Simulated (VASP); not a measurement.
These are PBE GGA, VASP's PBE PAW potentials (set 64) (plane waves; VASP 6.6.1) values and carry that method's errors.

VASP ran on this input.

### POSCAR
```
MgB2
3.090
  0.5000000000  -0.8660252427   0.0000000000
  0.5000000000   0.8660252427   0.0000000000
  0.0000000000   0.0000000000   1.1391585761
Mg B
1 2
Cartesian
  0.0000000000   0.0000000000   0.0000000000
  0.5000000000   0.2886756583   0.5695792880
  0.5000000000  -0.2886756583   0.5695792880
```

### INCAR
```
SYSTEM = MgB2
PREC = Accurate
ENCUT = 520
EDIFF = 1E-6
NELM = 100
ALGO = Normal
LREAL = .FALSE.
LASPH = .TRUE.
ISMEAR = 1
SIGMA = 0.1
GGA = PE
LWAVE = .FALSE.
LCHARG = .FALSE.
ISIF = 2
ADDGRID = .TRUE.
```

### KPOINTS
```
Automatic mesh
0
Gamma
10 10 8
0 0 0
```

POTCAR, in this order: Mg B (PBE.64 set). Program: vasp_std.

Question: Predict the energy per atom (σ→0), pressure, band gap (on the k-mesh).

Answer: 
- energy per atom (σ→0): -5.107 eV/atom
- band gap (on the k-mesh): none (metal, semimetal or under 0.01 eV)
- pressure: -1.59 GPa

OSZICAR:
```
...
DAV:   6    -0.155811091709E+02    0.13999E+01   -0.23295E+00  1200   0.837E+00    0.252E+00
DAV:   7    -0.153249760849E+02    0.25613E+00   -0.12713E+00  1344   0.605E+00    0.733E-01
DAV:   8    -0.153241264789E+02    0.84961E-03   -0.73574E-02  1224   0.187E+00    0.298E-01
DAV:   9    -0.153200020177E+02    0.41245E-02   -0.13401E-02  1216   0.649E-01    0.538E-02
DAV:  10    -0.153199917310E+02    0.10287E-04   -0.11684E-03  1504   0.215E-01    0.276E-02
DAV:  11    -0.153199565774E+02    0.35154E-04   -0.16638E-04  1248   0.795E-02    0.204E-03
DAV:  12    -0.153199567422E+02   -0.16485E-06   -0.15780E-06  1472   0.116E-02
   1 F= -.15319957E+02 E0= -.15320048E+02  d E =0.274633E-03
```

The compound is MgB2 in the AlB2 type structure. The cell was not relaxed at this level. The run is one of a series of settings (ADDGRID = .TRUE. against the base run), some of them coarse on purpose.
